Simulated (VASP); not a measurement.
**A VASP study of BaY2 (PBE): structure first, properties next**

Wanted: the relaxed cell of BaY2 and its properties. The steps: rough relaxation of the start cell, full relaxation (PBE), second relaxation, single point with fields (PBE), bands along the symmetry lines (PBE), density of states (PBE), field gradients at the nuclei (PBE), volume scan with PBE, fit for PBE and ionic relaxation at fixed cell (PBE), changed input. The cell is generated by rule, not measured, and may not be a known phase.

Method: PBE; plane waves and PAW (Ba_sv, Y_sv); invented cell, in VASP 6.6.1.

## Step 1: Set-up

Before any relaxation, the start is as follows. The structure is tetragonal, space group P4mm (No. 99). Conventional cell: a = 5.132 Å, b = 5.132 Å, c = 3.790 Å, α = 90.00°, β = 90.00°, γ = 90.00°. Nearest to Ba lie 8 Y at 3.13 to 3.25 Å. Y has 4 Ba at 3.13 to 3.25 Å nearest. Farther neighbours are not listed.

## Step 2: Rough relaxation of the start cell

The start is only an estimate, so a cheap relaxation brings it near a minimum before any careful run. PBE, the usual starting point, adds the gradient of the density.

File INCAR:

```
SYSTEM = BaY2
PREC = Normal
ENCUT = 400
EDIFF = 1E-05
NELM = 60
ISMEAR = 1
SIGMA = 0.2
LREAL = .FALSE.
ALGO = Fast
GGA = PE
NBANDS = 22
LORBIT = 11
LWAVE = .FALSE.
LCHARG = .FALSE.
IBRION = 2
NSW = 40
ISIF = 3
EDIFFG = -0.04
```

File POSCAR:

```
BaY2
1.0
    5.1316954000      0.0000000000      0.0000000000
    0.0000000000      5.1316954000      0.0000000000
    0.0000000000      0.0000000000      3.7900565000
Ba Y
1 2
Direct
    0.5000000000      0.5000000000      0.2850626000
    0.5000000000      0.0000000000      0.8119872900
    0.0000000000      0.5000000000      0.8119872900
```

File KPOINTS:

```
Automatic mesh
0
Gamma
3 3 4
0 0 0
```

Potentials, in the order of the species: Ba_sv and Y_sv (PBE family, release 64).

Run with:

```sh
$ mpirun -np 1 vasp_std
```

What it wrote:

```text
[banner, memory and clock lines left out]
running    1 mpi-ranks, on    1 nodes
 distrk:  each k-point on    1 cores,    1 groups
 distr:  one band on    1 cores,    1 groups

 POSCAR found type information on POSCAR BaY
 POSCAR found :  2 types and       3 ions
 LDA part: xc-table for (Slater+PW92), standard interpolation
 POSCAR, INCAR and KPOINTS ok, starting setup
 FFT: planning ... GRIDC
 FFT: planning ... GRID_SOFT
 FFT: planning ... GRID
 WAVECAR not read
 entering main loop
       N       E                     dE             d eps       ncg     rms          rms(c)
DAV:   1     0.173727461939E+03    0.17373E+03   -0.13757E+04   396   0.113E+03
DAV:   2     0.232072331544E+01   -0.17141E+03   -0.16393E+03   474   0.278E+02
DAV:   3    -0.125037395865E+02   -0.14824E+02   -0.14138E+02   744   0.555E+01
DAV:   4    -0.130935891980E+02   -0.58985E+00   -0.58565E+00   560   0.109E+01
DAV:   5    -0.131099669523E+02   -0.16378E-01   -0.16372E-01   588   0.162E+00    0.261E+01
RMM:   6    -0.112101747754E+02    0.18998E+01   -0.40335E+00   448   0.706E+00    0.174E+01
RMM:   7    -0.112312289872E+02   -0.21054E-01   -0.21776E+00   504   0.566E+00    0.774E+00
RMM:   8    -0.112357251886E+02   -0.44962E-02   -0.30116E-01   492   0.243E+00    0.801E-01
RMM:   9    -0.112389664057E+02   -0.32412E-02   -0.69470E-02   554   0.969E-01    0.583E-01
RMM:  10    -0.112389652607E+02    0.11450E-05   -0.22847E-02   510   0.782E-01    0.291E-01
RMM:  11    -0.112396363414E+02   -0.67108E-03   -0.93437E-03   555   0.380E-01    0.186E-01
RMM:  12    -0.112399987946E+02   -0.36245E-03   -0.42817E-03   586   0.219E-01    0.976E-02
RMM:  13    -0.112402299529E+02   -0.23116E-03   -0.25426E-03   536   0.136E-01    0.363E-02
RMM:  14    -0.112403919577E+02   -0.16200E-03   -0.17240E-03   495   0.105E-01    0.424E-02
RMM:  15    -0.112405042905E+02   -0.11233E-03   -0.12245E-03   431   0.810E-02    0.443E-03
RMM:  16    -0.112405956789E+02   -0.91388E-04   -0.97090E-04   348   0.600E-02    0.106E-02
RMM:  17    -0.112406651222E+02   -0.69443E-04   -0.74042E-04   279   0.488E-02    0.163E-02
RMM:  18    -0.112407239903E+02   -0.58868E-04   -0.62664E-04   253   0.419E-02    0.254E-02
RMM:  19    -0.112407692499E+02   -0.45260E-04   -0.48434E-04   243   0.375E-02    0.286E-02
RMM:  20    -0.112408087558E+02   -0.39506E-04   -0.42195E-04   202   0.331E-02    0.318E-02
RMM:  21    -0.112408391834E+02   -0.30428E-04   -0.32686E-04   202   0.305E-02    0.362E-02
RMM:  22    -0.112408674267E+02   -0.28243E-04   -0.29709E-04   232   0.288E-02    0.438E-02
RMM:  23    -0.112408895457E+02   -0.22119E-04   -0.23524E-04   236   0.272E-02    0.489E-02
RMM:  24    -0.112409086707E+02   -0.19125E-04   -0.20958E-04   181   0.233E-02    0.486E-02
RMM:  25    -0.112409233088E+02   -0.14638E-04   -0.16360E-04   178   0.221E-02    0.485E-02
RMM:  26    -0.112409375350E+02   -0.14226E-04   -0.15476E-04   177   0.207E-02    0.505E-02
RMM:  27    -0.112409483701E+02   -0.10835E-04   -0.11951E-04   173   0.193E-02    0.517E-02
RMM:  28    -0.112409583194E+02   -0.99493E-05   -0.11459E-04   199   0.190E-02    0.504E-02
RMM:  29    -0.112409661364E+02   -0.78170E-05   -0.91565E-05   216   0.183E-02
   1 F= -.11240966E+02 E0= -.11243398E+02  d E =-.112410E+02
 curvature:   0.00 expect dE= 0.000E+00 dE for cont linesearch  0.000E+00
 trial: gam= 0.00000 g(F)=  0.949E-04 g(S)=  0.134E+01 ort = 0.000E+00 (trialstep = 0.100E+01)
 search vector abs. value=  0.134E+01
 bond charge predicted
       N       E                     dE             d eps       ncg     rms          rms(c)
DAV:   1    -0.275353496362E+02   -0.16294E+02   -0.30108E+02   526   0.982E+01    0.304E+01
RMM:   2    -0.104494458345E+02    0.17086E+02   -0.42653E+01   460   0.379E+01    0.128E+01
RMM:   3    -0.917661702622E+01    0.12728E+01   -0.45721E+01   469   0.285E+01    0.102E+01
RMM:   4    -0.107641881744E+02   -0.15876E+01   -0.10523E+01   507   0.107E+01    0.568E+00
RMM:   5    -0.114833588648E+02   -0.71917E+00   -0.44936E+00   539   0.521E+00    0.249E+00
RMM:   6    -0.117190476063E+02   -0.23569E+00   -0.11858E+00   559   0.274E+00    0.179E+00
RMM:   7    -0.118958585380E+02   -0.17681E+00   -0.10724E+00   515   0.306E+00    0.765E-01
RMM:   8    -0.119270650472E+02   -0.31207E-01   -0.30722E-01   551   0.161E+00    0.374E-01
RMM:   9    -0.119405271266E+02   -0.13462E-01   -0.13623E-01   594   0.920E-01    0.424E-01
RMM:  10    -0.119470399368E+02   -0.65128E-02   -0.66345E-02   614   0.550E-01    0.566E-01
RMM:  11    -0.119507265623E+02   -0.36866E-02   -0.37940E-02   538   0.495E-01    0.111E+00
RMM:  12    -0.119525342734E+02   -0.18077E-02   -0.21346E-02   534   0.346E-01    0.987E-01
RMM:  13    -0.119538710335E+02   -0.13368E-02   -0.14662E-02   529   0.474E-01    0.359E-01
RMM:  14    -0.119577790646E+02   -0.39080E-02   -0.23345E-02   591   0.945E-01    0.128E+00
RMM:  15    -0.119569617549E+02    0.81731E-03   -0.73487E-03   489   0.312E-01    0.858E-01
RMM:  16    -0.119567965980E+02    0.16516E-03   -0.74559E-03   491   0.335E-01    0.444E-01
RMM:  17    -0.119571403574E+02   -0.34376E-03   -0.52635E-03   495   0.194E-01    0.347E-01
RMM:  18    -0.119574434992E+02   -0.30314E-03   -0.46881E-03   452   0.172E-01    0.197E-01
RMM:  19    -0.119576773861E+02   -0.23389E-03   -0.32322E-03   429   0.148E-01    0.902E-02
RMM:  20    -0.119579817670E+02   -0.30438E-03   -0.32645E-03   367   0.108E-01    0.765E-02
WARNING in EDDRMM: call to ZHEGV failed, returncode =   8  4     17
RMM:  21    -0.119581816792E+02   -0.19991E-03   -0.22561E-03   342   0.952E-02    0.846E-02
RMM:  22    -0.119584003550E+02   -0.21868E-03   -0.23935E-03   317   0.858E-02    0.709E-02
RMM:  23    -0.119585493317E+02   -0.14898E-03   -0.16643E-03   303   0.799E-02    0.642E-02
RMM:  24    -0.119587163956E+02   -0.16706E-03   -0.18402E-03   321   0.768E-02    0.474E-02
RMM:  25    -0.119588293263E+02   -0.11293E-03   -0.12716E-03   303   0.727E-02    0.219E-02
RMM:  26    -0.119589626409E+02   -0.13331E-03   -0.14499E-03   296   0.725E-02    0.558E-03
RMM:  27    -0.119590496950E+02   -0.87054E-04   -0.97907E-04   204   0.601E-02    0.768E-03
RMM:  28    -0.119591519042E+02   -0.10221E-03   -0.11241E-03   202   0.564E-02    0.142E-02
RMM:  29    -0.119592216406E+02   -0.69736E-04   -0.78431E-04   244   0.558E-02    0.291E-02
RMM:  30    -0.119593031821E+02   -0.81541E-04   -0.90206E-04   204   0.510E-02    0.337E-02
RMM:  31    -0.119593577776E+02   -0.54596E-04   -0.62538E-04   208   0.483E-02    0.363E-02
RMM:  32    -0.119594231354E+02   -0.65358E-04   -0.73213E-04   190   0.452E-02    0.353E-02
RMM:  33    -0.119594673869E+02   -0.44251E-04   -0.50947E-04   185   0.433E-02    0.368E-02
RMM:  34    -0.119595209306E+02   -0.53544E-04   -0.59902E-04   175   0.416E-02    0.414E-02
RMM:  35    -0.119595567461E+02   -0.35816E-04   -0.41975E-04   175   0.399E-02    0.431E-02
RMM:  36    -0.119596005736E+02   -0.43827E-04   -0.49976E-04   176   0.384E-02    0.414E-02
RMM:  37    -0.119596303019E+02   -0.29728E-04   -0.35055E-04   174   0.366E-02    0.435E-02
RMM:  38    -0.119596668176E+02   -0.36516E-04   -0.41714E-04   170   0.353E-02    0.440E-02
RMM:  39    -0.119596916919E+02   -0.24874E-04   -0.29586E-04   171   0.340E-02    0.462E-02
RMM:  40    -0.119597223810E+02   -0.30689E-04   -0.35220E-04   166   0.327E-02    0.477E-02
RMM:  41    -0.119597430878E+02   -0.20707E-04   -0.25138E-04   176   0.316E-02    0.482E-02
RMM:  42    -0.119597691118E+02   -0.26024E-04   -0.29961E-04   158   0.304E-02    0.499E-02
RMM:  43    -0.119597872667E+02   -0.18155E-04   -0.21862E-04   162   0.296E-02    0.523E-02
RMM:  44    -0.119598094948E+02   -0.22228E-04   -0.25804E-04   162   0.282E-02    0.535E-02
RMM:  45    -0.119598247596E+02   -0.15265E-04   -0.18352E-04   149   0.271E-02    0.564E-02
RMM:  46    -0.119598442883E+02   -0.19529E-04   -0.22664E-04   167   0.268E-02    0.585E-02
RMM:  47    -0.119598579475E+02   -0.13659E-04   -0.16084E-04   154   0.259E-02    0.632E-02
RMM:  48    -0.119598748372E+02   -0.16890E-04   -0.19724E-04   166   0.253E-02    0.647E-02
RMM:  49    -0.119598862933E+02   -0.11456E-04   -0.14065E-04   149   0.242E-02    0.654E-02
RMM:  50    -0.119599005261E+02   -0.14233E-04   -0.16850E-04   154   0.236E-02    0.661E-02
RMM:  51    -0.119599108073E+02   -0.10281E-04   -0.12627E-04   151   0.231E-02    0.676E-02
RMM:  52    -0.119599228775E+02   -0.12070E-04   -0.14855E-04   150   0.218E-02    0.665E-02
RMM:  53    -0.119599317943E+02   -0.89169E-05   -0.11148E-04   154   0.209E-02    0.677E-02
RMM:  54    -0.119599427810E+02   -0.10987E-04   -0.12981E-04   148   0.202E-02    0.686E-02
RMM:  55    -0.119599504630E+02   -0.76819E-05   -0.96882E-05   145   0.198E-02
   2 F= -.11959950E+02 E0= -.11963966E+02  d E =-.718984E+00
[... from here on, the cycles between the ionic steps are left out ...]
   3 F= -.11985591E+02 E0= -.11989184E+02  d E =-.744625E+00
   4 F= -.11986625E+02 E0= -.11990233E+02  d E =-.745659E+00
   5 F= -.11986531E+02 E0= -.11990127E+02  d E =-.745565E+00
   6 F= -.11989654E+02 E0= -.11993284E+02  d E =-.312319E-02
   7 F= -.11997118E+02 E0= -.12000844E+02  d E =-.105864E-01
[...]
WARNING in EDDRMM: call to ZHEGV failed, returncode =   6  3     13
   8 F= -.12001768E+02 E0= -.12006355E+02  d E =-.152372E-01
   9 F= -.12002234E+02 E0= -.12006523E+02  d E =-.157025E-01
 curvature:  -3.98 expect dE=-0.205E-02 dE for cont linesearch -0.642E-04
 ZBRENT: interpolating
 opt :   9.2456  next Energy=   -12.002282 (dE=-0.158E-01)
 bond charge predicted
       N       E                     dE             d eps       ncg     rms          rms(c)
DAV:   1    -0.120028528380E+02   -0.62540E-03   -0.64751E-02   492   0.163E+00    0.186E-01
RMM:   2    -0.120024377451E+02    0.41509E-03   -0.20959E-03   438   0.296E-01    0.714E-02
RMM:   3    -0.120023003394E+02    0.13741E-03   -0.52931E-04   491   0.130E-01    0.358E-02
RMM:   4    -0.120023039651E+02   -0.36258E-05   -0.12795E-04   484   0.588E-02    0.126E-02
RMM:   5    -0.120023064907E+02   -0.25255E-05   -0.36934E-05   362   0.295E-02
  10 F= -.12002306E+02 E0= -.12006674E+02  d E =-.157754E-01
 curvature:  -3.01 expect dE=-0.158E-02 dE for cont linesearch -0.222E-07
 trial: gam= 0.02448 g(F)=  0.260E-05 g(S)=  0.521E-03 ort =-0.486E-05 (trialstep = 0.269E+01)
 search vector abs. value=  0.525E-03
 reached required accuracy - stopping structural energy minimisation
```

It took 3 min on 1 MPI rank of AMD EPYC 7R43, shared host; peak memory 0.12 GiB.

The logs omit lines about the potential files and the build; timing stands in the text.

OUTCAR, selected parts (step 2):

```text
ion  position               nearest neighbor table
   1  0.500  0.500  0.285-   2 3.13   3 3.13   2 3.13   3 3.13   2 3.25   2 3.25   3 3.25   3 3.25

  LATTYP: Found a simple tetragonal cell.
 ALAT       =     5.1316954000
 C/A-ratio  =     0.7385583525

 Subroutine GETGRP returns: Found  8 space group operations
 (whereof  8 operations were pure point group operations)

The static configuration has the point symmetry C_4v.

 Found      9 irreducible k-points:

   k-points           NKPTS =      9   k-points in BZ     NKDIM =      9   number of bands    NBANDS=     22

   dimension x,y,z NGX =    28 NGY =   28 NGZ =   20
   dimension x,y,z NGXF=    56 NGYF=   56 NGZF=   40

   ENCUT  =  400.0 eV  29.40 Ry    5.42 a.u.   8.37  8.37  6.18*2*pi/ulx,y,z

   NELECT =      32.0000    total number of electrons

 k-points in reciprocal lattice and weights: Automatic mesh
   0.00000000  0.00000000  0.00000000       0.028
   0.33333333  0.00000000  0.00000000       0.111
   0.33333333  0.33333333  0.00000000       0.111
   0.00000000  0.00000000  0.25000000       0.056
   0.33333333  0.00000000  0.25000000       0.222
   0.33333333  0.33333333  0.25000000       0.222
   0.00000000  0.00000000  0.50000000       0.028
   0.33333333  0.00000000  0.50000000       0.111
   0.33333333  0.33333333  0.50000000       0.111

 average (electrostatic) potential at core
       1 -37.9726       2 -39.8886       3 -39.8886

 E-fermi :   1.9507

 k-point     1 :       0.0000    0.0000    0.0000
  band No.  band energies     occupation
    ...
     13      -1.6136      2.00000
     14       0.3938      2.00000
     15       0.4009      2.00000
     16       1.0781      2.00000
     17       1.8746      1.59551
     18       2.6727     -0.00000
     19       2.6727     -0.00000
     20       3.7915     -0.00000
     21       3.7915     -0.00000
     22       3.9468     -0.00000

 k-point     2 :       0.3333    0.0000    0.0000
  band No.  band energies     occupation
    ...
     13      -0.9757      2.00000
     14       0.3747      2.00000
     15       0.7215      2.00000
     16       1.3394      2.00014
     17       1.9379      1.10859
     18       2.7683     -0.00000
     19       2.8953     -0.00000
     20       3.1062     -0.00000
     21       3.3643     -0.00000
     22       3.4225     -0.00000

 k-point     3 :       0.3333    0.3333    0.0000
  band No.  band energies     occupation
    ...
     13      -0.2944      2.00000
     14       0.6493      2.00000
     15       0.9763      2.00000
     16       1.2913      2.00003
     17       1.9345      1.13686
     18       2.1177      0.00322
     19       3.3597     -0.00000
     20       3.5212     -0.00000
     21       3.5790     -0.00000
     22       3.6229     -0.00000

  Total       -0.0992458     -0.0992458     -0.1126439      0.0000000     -0.0000000      0.0000000
  in kB       -1.1720942     -1.1720942     -1.3303264      0.0000000     -0.0000000      0.0000000
  external PRESSURE =      -1.2248383 kB  Pullay stress =       0.0000000 kB

  energy-cutoff  :      400.00
  volume of cell :      135.66
      direct lattice vectors                 reciprocal lattice vectors
     5.821038692  0.000000000 -0.000000000     0.171790646  0.000000000 -0.000000000
     0.000000000  5.821038692  0.000000000     0.000000000  0.171790646  0.000000000
     0.000000000  0.000000000  4.003679195     0.000000000  0.000000000  0.249770262

 POSITION                                       TOTAL-FORCE (eV/Angst)
 -----------------------------------------------------------------------------------
      2.91052      2.91052      1.21554        -0.000000     -0.000000     -0.005991
      2.91052      5.82104      3.21381         0.000000      0.000000      0.002996
      0.00000      2.91052      3.21381         0.000000     -0.000000      0.002996
 -----------------------------------------------------------------------------------
    total drift:                                0.000000     -0.000000      0.002753

  FREE ENERGIE OF THE ION-ELECTRON SYSTEM (eV)
  ---------------------------------------------------
  free  energy   TOTEN  =       -12.0023064907 eV

  energy  without entropy=      -12.0154090484  energy(sigma->0) =      -12.00667401

 reached required accuracy - stopping structural energy minimisation

 total charge
# of ion       s       p       d       f       tot
--------------------------------------------------
    1        2.084   5.471   0.616   0.000   8.170
    2        2.295   6.089   0.832   0.004   9.221
    3        2.295   6.089   0.832   0.004   9.221
--------------------------------------------------
tot          6.674  17.648   2.281   0.009  26.612

[... 3 further parts left out ...]
```

CONTCAR:

```
BaY2
   1.00000000000000
     5.8210386921275674    0.0000000000000000   -0.0000000000000000
     0.0000000000000000    5.8210386921275674    0.0000000000000000
     0.0000000000000000    0.0000000000000000    4.0036791951281891
  Ba              Y
     1     2
Direct
     0.5000000000000000    0.5000000000000000    0.3036064058967008
     0.5000000000000000    1.0000000000000000    0.8027153870516489
     0.0000000000000000    0.5000000000000000    0.8027153870516489
```

The k-mesh is coarse for a metal. Harder data sets than Ba_sv exist (the GW ones), and pressures, volumes and forces can shift noticeably with them. This relaxation is a rough one on cheap settings, only to bring the start near its minimum. After so large a change of volume the plane waves of the start cell no longer fit, so the final stress carries a basis-set error. The run keeps the 8 symmetry operations of its start, so it cannot find a distortion of lower symmetry.

The steps of the relaxation:

```csv
step,energy less that of the first step (eV),largest force (eV/Å),pressure (GPa),volume (Å³)
1,0.0000,0.0362,8.43,99.81
2,-0.7190,0.1443,1.02,127.29
3,-0.7446,0.1678,-0.24,137.09
4,-0.7457,0.1635,-0.01,135.22
5,-0.7456,0.1653,-0.11,136.00
6,-0.7487,0.1452,-0.09,135.98
7,-0.7562,0.0891,-0.10,135.88
8,-0.7608,0.0372,-0.12,135.59
9,-0.7613,0.0037,-0.12,135.68
10,-0.7613,0.0060,-0.12,135.66
```

```csv
cell as run,before,after,change
a (Å),5.132,5.821,+13.4 %
b (Å),5.132,5.821,+13.4 %
c (Å),3.790,4.004,+5.6 %
volume (Å³/atom),33.27,45.22,+35.9 %
```

The atoms that moved most (Å, as changes of fractional coordinates times the final cell):

```csv
atom,dx,dy,dz,length
Ba1,0.000,0.000,0.074,0.074
Y2,0.000,0.000,-0.037,0.037
Y3,0.000,0.000,-0.037,0.037
```

The relaxed structure:

```cif
data_structure
_symmetry_space_group_name_H-M 'P 1'
_symmetry_Int_Tables_number 1
_cell_length_a 5.8210
_cell_length_b 5.8210
_cell_length_c 4.0037
_cell_angle_alpha 90.000
_cell_angle_beta 90.000
_cell_angle_gamma 90.000
_cell_volume 135.66
loop_
_atom_site_label
_atom_site_type_symbol
_atom_site_fract_x
_atom_site_fract_y
_atom_site_fract_z
_atom_site_occupancy
Ba1 Ba 0.50000 0.50000 0.30361 1
Y2 Y 0.50000 0.00000 0.80272 1
Y3 Y 0.00000 0.50000 0.80272 1
```

This step gave:

```
electrons                       : 32
bands                           : 22
irreducible k-points            : 9
symmetry operations             : 8
free energy (TOTEN)             : -12.00 eV
energy at zero smearing         : -12.01 eV
Fermi energy                    : 1.951 eV
pressure                        : -0.1225 GPa
metallic                        : yes
SCF cycles over all ionic steps : 205
```

It ends with a largest force of 0.006 eV/Å and a pressure of -0.12 GPa.

[end of part 1 of 5]

[Lines on the potential files, build, host, timing and source positions are cut from VASP's logs without a mark.]

[Logs are printed without paths, hosts, clocks, repeated set-up lines and the standing remarks that a program may print on its own settings, such as how far it seeks lower states.]

[Hosts, paths, dates, database ids (printed as entryN), source tags and the programs' standing remarks are cut or masked in the printed files.]

[A measured line is paired with the nearest computed mode of its activity, which favours agreement.]
